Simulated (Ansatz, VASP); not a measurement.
# Li2ZrAuO6 in VASP and in Ansatz

```
CELL_PARAMETERS angstrom
4.89556 0.00000 0.00000
-2.44778 4.23968 0.00000
-2.44778 1.41323 4.36896
ATOMIC_POSITIONS crystal
Li 0.29026 0.70974 0.87079
Li 0.80267 0.19733 0.40801
Zr 0.00795 0.99205 0.02384
Au 0.49358 0.50642 0.48074
O 0.07505 0.30861 0.20363
O 0.69139 0.56281 0.20363
O 0.43719 0.92495 0.20363
O 0.22109 0.42065 0.70391
O 0.57935 0.09653 0.70391
O 0.90347 0.77891 0.70391
```

Alike in both runs: functional PBE; k mesh 5 × 5 × 5; no spin polarisation.

Ansatz relaxed the structure, and its values are those at the end. VASP's run is a single point on that final structure, the one shown.

|  | VASP | Ansatz |
| --- | --- | --- |
| version | VASP 6.6.1 | Ansatz 0.2.0 |
| potentials or method | VASP PAW PBE potentials, release 64 (Li_sv, Zr_sv, Au, O) | PAW plane waves |
| plane-wave cutoff (eV) | 520 | 420 |
| occupations | fermi-dirac, width 0.1 eV | fermi-dirac |
| valence electrons in the cell | 65 | 73 |

Ansatz gave:

- rms of the force components (eV/Å): 0.000

**Question.** What did VASP give for the same quantities?

**Answer.** rms of the force components (eV/Å): 0.027.

The two sets of potentials don't hold the same shells in valence. Ansatz warned: «stress_scf_threshold_loose».

Caveats: an odd number of electrons without spin polarisation forces a metal; a magnetic or distorted state may lie lower. The runs have no spin-orbit coupling, so splittings on Au are missing.
